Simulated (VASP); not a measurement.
Consider the following.

```yaml
crystal:
  lattice:
    - [2.85000, 0.00000, 0.00000]
    - [0.00000, 2.85000, 0.00000]
    - [0.00000, 0.00000, 2.85000]
  atoms:
    - { symbol: Tm, position: [0.00000, 0.00000, 0.00000] }
    - { symbol: N, position: [0.50000, 0.50000, 0.50000] }
```

All values below come from PBE GGA, VASP's PBE PAW potentials (set 64) (plane waves; VASP). Numerical set-up: 350 eV cut-off, 8×8×8 Γ-centred mesh, Gaussian smearing of 0.050 eV, potentials Tm_3 N.

The 4f electrons are frozen in the core of the lanthanide potential, so 4f levels, which can set the real gap, and their magnetism are missing. At this cut-off the stress carries a Pulay error, which pulls relaxed volumes low.

### Question
Estimate the energy per atom (σ→0), pressure, band gap (on the k-mesh) with the smallest direct gap where there is one.

### Answer

```yaml
band gap (on the k-mesh): none (metal, semimetal or under 0.01 eV)
energy per atom (σ→0): -7.183 eV/atom
pressure: 10.76 GPa
```

The structure was generated: TmN was put into the CsCl type (Pm-3m), which need not be its known phase. The cell was not relaxed at this level. The run is one of a series of settings (ENCUT = 350 against the base run), some of them coarse on purpose.
